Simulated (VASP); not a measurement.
An input for Quantum ESPRESSO's pw.x (written as the equivalent of a VASP run, and not itself run):

```
&CONTROL
  calculation = 'scf'
  pseudo_dir = './pseudo'
  outdir = './out'
  tprnfor = .true.
  tstress = .true.
/
&SYSTEM
  ibrav = 0
  nat = 4
  ntyp = 2
  ecutwfc = 92
  occupations = 'smearing'
  smearing = 'fermi-dirac'
  degauss = 0.009996
  input_dft = 'pbe'
/
&ELECTRONS
  conv_thr = 7.3e-08
  electron_maxstep = 100
/
ATOMIC_SPECIES
  Cu 63.546 Cu.upf
  N 14.007 N.upf
CELL_PARAMETERS angstrom
     3.7498600    0.0000000    0.0000000
     0.0000000    3.7498600    0.0000000
     0.0000000    0.0000000    3.7498600
ATOMIC_POSITIONS crystal
  Cu   0.0000000  0.0000000  0.5000000
  Cu   0.5000000  0.0000000  0.0000000
  Cu   0.0000000  0.5000000  0.0000000
  N    0.0000000  0.0000000  0.0000000
K_POINTS automatic
  6 6 6 0 0 0
```

Q: Write the VASP files for the same calculation (PBE).

A: One answer among several that fit: 
### KPOINTS
```
Automatic mesh
0
Gamma
6 6 6
0 0 0
```

File POSCAR:
```
Cu3N
3.749860
  1.0000000000   0.0000000000   0.0000000000
  0.0000000000   1.0000000000   0.0000000000
  0.0000000000   0.0000000000   1.0000000000
Cu N
3 1
Direct
  0.0000000000   0.0000000000   0.5000000000
  0.5000000000   0.0000000000   0.0000000000
  0.0000000000   0.5000000000   0.0000000000
  0.0000000000   0.0000000000   0.0000000000
```

**INCAR**
```
# general
SYSTEM  = Cu3N
PREC    = Accurate
ENCUT   = 400   # plane-wave cut-off (eV)
LREAL   = .False.   # projection in real space or not
LASPH   = .True.   # aspherical one-centre terms

# electronic loop
EDIFF   = 1E-6
NELM    = 100   # most electronic steps
ALGO    = Normal
LMAXMIX = 4   # l cut-off of mixed one-centre charges

# smearing
ISMEAR  = -1   # Fermi-Dirac
SIGMA   = 0.136   # width (eV)

# functional
GGA     = PE   # PBE

# ions
ISIF    = 2

# output
LWAVE   = .False.
LCHARG  = .False.
```

POTCAR, in this order: Cu N (PBE.64 set). Program: vasp_std.

The two are equivalent in intent, not identical: the potentials are each code's own (VASP's PAW set, PseudoDojo norm-conserving files in pw.x), so ENCUT and ecutwfc are chosen apart and not converted; conv_thr bounds pw.x's estimated SCF error, while EDIFF bounds the energy change between steps.

The structure comes from a computed database's Cu3N entry; how it stands against other phases isn't given here. The cell was not relaxed at this level.
